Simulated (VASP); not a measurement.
The system is WSe2.

```
W Se
1.0
     3.21436    0.00000    0.00000
    -1.60718    2.78372    0.00000
     0.00000    0.00000   12.53053
W Se
2 4
Cartesian
  0.0000 1.8558 3.1326
  1.6072 0.9279 9.3979
  0.0000 1.8558 7.7463
  1.6072 0.9279 1.4810
  0.0000 1.8558 11.0495
  1.6072 0.9279 4.7842
```

The cell isn't the ideal one: a relaxed cell with its volume scaled by 0.94.

| Property | Result |
| --- | --- |
| Program | VASP 6.6.1 |
| Task | relaxation of shape and atoms at fixed volume |
| Functional | PBE |
| Dispersion | D3(BJ) |
| Potentials or basis | VASP PAW PBE potentials, release 64 (W_sv, Se) |
| Cutoff | 600 eV |
| k mesh | 9 × 9 × 2 |
| Occupations | gaussian, width 0.03 eV |
| Spin | no spin polarisation |

At the start: pressure 10.2 GPa; volume 18.69 Å³/atom.

Q: Where does the relaxation end?

A: Over 8 steps the energy falls by 22.0 meV/atom; space group P6_3/mmc (No. 194, to 0.05 Å).

Step by step:
```csv
step,energy change (eV),largest force (eV/Å),pressure (GPa)
1,0.0000,1.1002,10.19
2,-0.0942,0.1104,4.59
3,-0.0986,0.0917,5.52
4,-0.1270,0.0484,4.69
5,-0.1321,0.0158,4.20
6,-0.1321,0.0140,4.17
7,-0.1321,0.0106,4.08
8,-0.1321,0.0002,4.12
```

Final structure:
```cif
data_structure
_symmetry_space_group_name_H-M 'P 1'
_symmetry_Int_Tables_number 1
_cell_length_a 3.2391
_cell_length_b 3.2391
_cell_length_c 12.3395
_cell_angle_alpha 90.000
_cell_angle_beta 90.000
_cell_angle_gamma 120.000
_cell_volume 112.12
loop_
_atom_site_label
_atom_site_type_symbol
_atom_site_fract_x
_atom_site_fract_y
_atom_site_fract_z
_atom_site_occupancy
W1 W 0.33333 0.66667 0.25000 1
W2 W 0.66667 0.33333 0.75000 1
Se1 Se 0.33333 0.66667 0.61293 1
Se2 Se 0.66667 0.33333 0.11293 1
Se3 Se 0.33333 0.66667 0.88707 1
Se4 Se 0.66667 0.33333 0.38707 1
```
